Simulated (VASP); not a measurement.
# SrSn3Pd: Sr into a neighbouring Sr vacancy, part 3 of 4

Wanted: the minimum-energy path in SrSn3Pd for this move: Sr into a neighbouring Sr vacancy. The start is a cell from a database of measured crystal structures.

VASP 6.6.1; PBEsol; plane waves and PAW (Sn, Pd, Sr_sv).

So far. Step 2 (Relax the host): The run ended after 10 ionic steps, 0.005 eV below its first step, once forces and stress met EDIFFG = -0.02. Step 3 (Relax the start): The run ended after 7 ionic steps, 0.118 eV below its first step, once the forces on the free atoms met EDIFFG = -0.05.

### 4. Relax the end

The end state is relaxed in the same way, so that both ends share their errors.

Contents of INCAR:

```
SYSTEM = Sr3Sn12Pd4
PREC = Normal
ENCUT = 280
EDIFF = 1E-05
NELM = 120
ISMEAR = 1
SIGMA = 0.15
LREAL = Auto
ALGO = Fast
GGA = PS
NBANDS = 78
LORBIT = 11
LWAVE = .FALSE.
LCHARG = .FALSE.
KPAR = 3
IBRION = 2
NSW = 60
ISIF = 2
EDIFFG = -0.05
POTIM = 0.4
MAXMIX = 40
ISYM = 0
```

Contents of POSCAR:

```
Sr3Sn12Pd4
1.0
    0.0000000000      0.0000000000     11.2502001896
    4.7756127400     -4.7756127400      0.0000000000
    4.7756127400      4.7756127400    -11.2502001896
Sn Pd Sr
12 4 3
Direct
    0.4082202401      0.0025728331     -0.0026568577
    0.4103735564     -0.0004579288      0.5006845061
    0.9087044852      0.4972632672     -0.0019008839
    0.9105875609      0.4989027295      0.5020835549
    0.4978187566      0.2479683050      0.2530970583
    0.4955785435      0.2467269992      0.7498773545
    0.9937694109      0.7525988263      0.2511530821
    0.9954650432      0.7507031923      0.7488360888
    0.4901164379      0.7538204146      0.2469905089
    0.4973864739      0.7504272206      0.7532740386
    0.9970141520      0.2490647852      0.2509308225
    0.9974539453      0.2512977530      0.7523719005
    0.6388637411     -0.0027527166      0.0016686754
    0.6384413655     -0.0003594417      0.4997787609
    0.1420628593      0.5020606667     -0.0006668619
    0.1445015096      0.4983358254      0.5011382019
    0.9941431386      0.0026355795     -0.0010318918
    0.5000815056      0.5039045802      0.0034384947
    0.4992832575      0.5007028803      0.4999012603
```

Contents of KPOINTS:

```
Automatic mesh
0
Gamma
3 3 3
0 0 0
```

Potentials, in the order of the species: Sn, Pd and Sr_sv (PBE family, release 64).

Launch:

```
$ mpirun -np 3 vasp_std
```

The program printed:

```text
[... set-up lines as in an earlier step ...]
 entering main loop
       N       E                     dE             d eps       ncg     rms          rms(c)
DAV:   1     0.445556283478E+03    0.44556E+03   -0.34320E+04  2184   0.791E+02
DAV:   2    -0.522451002392E+02   -0.49780E+03   -0.47651E+03  2530   0.200E+02
DAV:   3    -0.895101885411E+02   -0.37265E+02   -0.36467E+02  2920   0.472E+01
DAV:   4    -0.915370926805E+02   -0.20269E+01   -0.20164E+01  3736   0.100E+01
DAV:   5    -0.916053994289E+02   -0.68307E-01   -0.68262E-01  3208   0.150E+00    0.284E+01
RMM:   6    -0.903951536406E+02    0.12102E+01   -0.44599E+00  2185   0.665E+00    0.152E+01
RMM:   7    -0.900906529173E+02    0.30450E+00   -0.29221E+00  2227   0.472E+00    0.644E+00
RMM:   8    -0.897322352260E+02    0.35842E+00   -0.13045E+00  2229   0.378E+00    0.687E-01
RMM:   9    -0.897441173384E+02   -0.11882E-01   -0.14895E-01  3004   0.776E-01    0.488E-01
RMM:  10    -0.897453180001E+02   -0.12007E-02   -0.27259E-02  3366   0.365E-01    0.334E-01
RMM:  11    -0.897456761981E+02   -0.35820E-03   -0.79531E-03  2959   0.242E-01    0.149E-01
RMM:  12    -0.897463440895E+02   -0.66789E-03   -0.40116E-03  3279   0.143E-01    0.764E-02
WARNING in EDDRMM: call to ZHEGV failed, returncode =   6  3     19
RMM:  13    -0.897465606141E+02   -0.21652E-03   -0.19552E-03  3380   0.884E-02    0.464E-02
RMM:  14    -0.897467340386E+02   -0.17342E-03   -0.88233E-04  3263   0.597E-02    0.304E-02
RMM:  15    -0.897468343457E+02   -0.10031E-03   -0.44276E-04  3201   0.449E-02    0.175E-02
RMM:  16    -0.897468811340E+02   -0.46788E-04   -0.24479E-04  3048   0.322E-02    0.107E-02
RMM:  17    -0.897469019154E+02   -0.20781E-04   -0.11910E-04  2655   0.230E-02    0.519E-03
WARNING in EDDRMM: call to ZHEGV failed, returncode =   6  3     33
RMM:  18    -0.897469076568E+02   -0.57415E-05   -0.55025E-05  2219   0.162E-02
   1 F= -.89746908E+02 E0= -.89744624E+02  d E =-.897469E+02
 curvature:   0.00 expect dE= 0.000E+00 dE for cont linesearch  0.000E+00
 trial: gam= 0.00000 g(F)=  0.498E-01 g(S)=  0.000E+00 ort = 0.000E+00 (trialstep = 0.100E+01)
 search vector abs. value=  0.498E-01
 bond charge predicted
       N       E                     dE             d eps       ncg     rms          rms(c)
DAV:   1    -0.897791810155E+02   -0.32279E-01   -0.42830E+00  2480   0.527E+00    0.289E-01
RMM:   2    -0.897849132594E+02   -0.57322E-02   -0.70201E-02  2186   0.942E-01    0.138E-01
RMM:   3    -0.897873490498E+02   -0.24358E-02   -0.25612E-02  3113   0.453E-01    0.128E-01
RMM:   4    -0.897872664901E+02    0.82560E-04   -0.17855E-03  3050   0.121E-01    0.110E-01
RMM:   5    -0.897870415557E+02    0.22493E-03   -0.43533E-04  2983   0.629E-02    0.512E-02
RMM:   6    -0.897870527449E+02   -0.11189E-04   -0.69938E-04  2743   0.725E-02    0.381E-02
WARNING in EDDRMM: call to ZHEGV failed, returncode =   6  3     15
RMM:   7    -0.897870286484E+02    0.24097E-04   -0.95777E-05  2866   0.309E-02    0.204E-02
RMM:   8    -0.897870199415E+02    0.87069E-05   -0.67203E-05  2312   0.212E-02
   2 F= -.89787020E+02 E0= -.89785769E+02  d E =-.401123E-01
[...]
3 F= -.89810021E+02 E0= -.89810399E+02  d E =-.631137E-01
[...]
4 F= -.89821171E+02 E0= -.89821867E+02  d E =-.111499E-01
[...]
WARNING in EDDRMM: call to ZHEGV failed, returncode =   6  3     57
[...]
5 F= -.89827995E+02 E0= -.89829317E+02  d E =-.179738E-01
[...]
6 F= -.89828348E+02 E0= -.89829565E+02  d E =-.183264E-01
 curvature:  -2.22 expect dE=-0.378E-02 dE for cont linesearch -0.959E-07
 trial: gam= 0.13308 g(F)=  0.171E-02 g(S)=  0.000E+00 ort = 0.237E-04 (trialstep = 0.176E+01)
 search vector abs. value=  0.194E-02
 bond charge predicted
       N       E                     dE             d eps       ncg     rms          rms(c)
DAV:   1    -0.898296549260E+02   -0.13117E-02   -0.32843E-01  2334   0.163E+00    0.138E-01
RMM:   2    -0.898305219541E+02   -0.86703E-03   -0.89771E-03  2235   0.332E-01    0.141E-01
RMM:   3    -0.898316801960E+02   -0.11582E-02   -0.44982E-03  2442   0.200E-01    0.234E-01
RMM:   4    -0.898307836762E+02    0.89652E-03   -0.71394E-03  2585   0.216E-01    0.152E-01
RMM:   5    -0.898311802663E+02   -0.39659E-03   -0.13206E-03  2328   0.106E-01    0.181E-01
RMM:   6    -0.898305575457E+02    0.62272E-03   -0.14008E-03  2389   0.979E-02    0.103E-01
RMM:   7    -0.898306034859E+02   -0.45940E-04   -0.11515E-03  2299   0.903E-02    0.105E-01
RMM:   8    -0.898305313068E+02    0.72179E-04   -0.15271E-04  2354   0.396E-02    0.835E-02
RMM:   9    -0.898304187381E+02    0.11257E-03   -0.14423E-04  2147   0.345E-02    0.432E-02
RMM:  10    -0.898304002491E+02    0.18489E-04   -0.99069E-05  2043   0.275E-02    0.236E-02
RMM:  11    -0.898303985070E+02    0.17421E-05   -0.56358E-05  1855   0.208E-02
   7 F= -.89830399E+02 E0= -.89831724E+02  d E =-.205071E-02
 trial-energy change:   -0.002051  1 .order   -0.002078   -0.003013   -0.001143
 step:   2.8374(harm=  2.8374)  dis= 0.00689  next Energy=   -89.830775 (dE=-0.243E-02)
 reached required accuracy - stopping structural energy minimisation
```

Run time: 11 min. Hardware: 3 MPI ranks of AMD EPYC 7R43, shared host; peak memory 1.1 GiB.

OUTCAR, selected parts (step 4):

```text
 Found     14 irreducible k-points:

   NELECT =     118.0000    total number of electrons

 E-fermi :   4.7536

 k-point     1 :       0.0000    0.0000    0.0000
  band No.  band energies     occupation
    ...
     53       2.8804      2.00000
     54       3.0846      2.00000
     55       3.0869      2.00000
     56       3.4013      2.00000
     57       3.4044      2.00000
     58       4.8334      0.22593
     59       5.3932     -0.00000
     60       5.3954     -0.00000
     61       5.7709     -0.00000
     62       5.9747     -0.00000
    ...

 k-point     2 :       0.3333    0.0000    0.0000
  band No.  band energies     occupation
    ...
     56       4.1629      2.00000
     57       4.1809      2.00000
     58       4.4950      2.03505
     59       4.6229      2.01229
     60       4.7778      0.73116
     61       4.9402     -0.07081
     62       5.4616     -0.00000
     63       6.1430     -0.00000
     64       6.2349     -0.00000
     65       6.4019     -0.00000
    ...

  Total       -0.1767466     -0.0940315     -1.8128122     -0.0192618      0.0366100     -0.0125876
  in kB       -0.5518401     -0.2935861     -5.6599808     -0.0601394      0.1143041     -0.0393010
  external PRESSURE =      -2.1684690 kB  Pullay stress =       0.0000000 kB

 POSITION                                       TOTAL-FORCE (eV/Angst)
 -----------------------------------------------------------------------------------
      4.78191      4.76249     -6.59106        -0.004638      0.006179      0.011805
      7.16044     -2.38308     -1.02803         0.019847     -0.008732      0.021927
      2.39150     -2.38941     10.22918        -0.019442      0.013007      0.012134
      4.77811      0.00156      4.66191         0.008173      0.002159     -0.007108
      2.39632      0.01282      2.77987        -0.022061      0.013026      0.012367
      4.75442      2.39543     -2.91659         0.007222      0.001167      0.014202
      4.79769     -2.37834      8.33681         0.002313     -0.010840     -0.015307
      7.16224     -0.01593      2.78531         0.032181     -0.006060      0.010007
      4.79747     -2.39387      2.78407        -0.005669      0.002463      0.009178
      7.16501     -0.00747     -2.90987         0.003670     -0.016949     -0.014658
      2.39071      0.02029      8.34413        -0.010570      0.001541     -0.012445
      4.76522      2.38318      2.77450         0.003947      0.018486      0.027163
      4.78004     -4.76811      7.22996        -0.006146      0.004606     -0.005601
      2.39277      2.38827      1.53514        -0.011750     -0.005442      0.011767
      2.39269     -2.39018      1.57696         0.014460      0.000897     -0.011946
      4.77626      0.01038     -4.02077         0.008027     -0.021691     -0.003937
      4.77544      4.77235     -0.04350         0.007724      0.003004      0.007194
      2.40815     -2.38730      5.57104        -0.027186     -0.009097     -0.030522
      4.77554     -0.00391     -0.02575        -0.000103      0.012275     -0.036220
 -----------------------------------------------------------------------------------
    total drift:                               -0.005409      0.012704      0.016564

  FREE ENERGIE OF THE ION-ELECTRON SYSTEM (eV)
  ---------------------------------------------------
  free  energy   TOTEN  =       -89.8303985070 eV

  energy  without entropy=      -89.8343742909  energy(sigma->0) =      -89.83172377

 total charge
# of ion       s       p       d       tot
------------------------------------------
    1        1.448   1.577   0.130   3.155
    2        1.425   1.708   0.143   3.277
    3        1.423   1.695   0.129   3.246
    4        1.448   1.580   0.131   3.159
    5        1.441   1.577   0.143   3.161
    6        1.452   1.572   0.157   3.180
    7        1.451   1.575   0.156   3.182
    8        1.441   1.577   0.143   3.160
    9        1.441   1.575   0.142   3.159
   10        1.451   1.575   0.156   3.182
   11        1.451   1.575   0.156   3.182
   12        1.440   1.579   0.144   3.163
   13        0.503   0.520   8.582   9.605
   14        0.492   0.504   8.572   9.567
   15        0.488   0.502   8.550   9.540
   16        0.504   0.521   8.583   9.608
   17        2.004   5.712   0.207   7.924
   18        2.005   5.713   0.210   7.927
   19        2.005   5.712   0.207   7.924
--------------------------------------------------
tot         25.313  38.349  36.639 100.301

[... 6 parts as in an earlier step ...]

[... 6 further parts left out ...]
```

The steps of the relaxation:

```
step  energy less that of the first step (eV)  largest force (eV/Å)
   1                                   0.0000                0.5342
   2                                  -0.0401                0.3310
   3                                  -0.0631                0.2654
   4                                  -0.0743                0.1696
   5                                  -0.0811                0.1013
   6                                  -0.0814                0.0901
   7                                  -0.0835                0.0419
```

The atoms that moved most (Å):

```
atom      dx      dy      dz  length
 Sn4  -0.002  -0.014   0.066   0.068
Pd13   0.010  -0.014   0.061   0.064
 Sn9   0.018   0.027   0.049   0.058
 Sn6  -0.005  -0.007  -0.056   0.056
Sn11   0.003   0.011  -0.049   0.051
Sn10  -0.016  -0.021  -0.031   0.041
 Sn1   0.007   0.012   0.037   0.039
Sn12  -0.028  -0.010   0.017   0.034
```

Final coordinates:

```xyz
19
Lattice="0.0000 0.0000 11.2502 4.7756 -4.7756 0.0000 4.7756 4.7756 -11.2502" Properties=species:S:1:pos:R:3 pbc="T T T"
Sn    0.0063   -0.0131    4.6591
Sn    2.3848    2.3925   -1.0280
Sn    2.3915   -2.3894   10.2292
Sn    4.7781    0.0016    4.6619
Sn    2.3963    0.0128    2.7799
Sn    4.7544    2.3954   -2.9166
Sn    4.7977   -2.3783    8.3368
Sn    7.1622   -0.0159    2.7853
Sn    4.7975   -2.3939    2.7841
Sn    7.1650   -0.0075   -2.9099
Sn    2.3907    0.0203    8.3441
Sn    4.7652    2.3832    2.7745
Pd    0.0044    0.0075    7.2300
Pd    2.3928    2.3883    1.5351
Pd    2.3927   -2.3902    1.5770
Pd    4.7763    0.0104   -4.0208
Sr   -0.0002   -0.0033   11.2067
Sr    2.4082   -2.3873    5.5710
Sr    4.7755   -0.0039   -0.0257
```

Numbers from this step:

```yaml
electronic_cycles: 65
free_energy_toten: -89.8304 eV
energy_at_zero_smearing: -89.8317 eV
```

The run ended after 7 ionic steps, 0.083 eV below its first step, once the forces on the free atoms met EDIFFG = -0.05.

(Continued in part 4 of 4.)

[Lines on the potential files, build, host, timing and source positions are cut from VASP's logs without a mark.]

[Logs are printed without paths, hosts, clocks, repeated set-up lines and the standing remarks that a program may print on its own settings, such as how far it seeks lower states.]

[Hosts, paths, dates, database ids (printed as entryN), source tags and the programs' standing remarks are cut or masked in the printed files.]

[Runs that stopped without an error message from VASP are left out.]
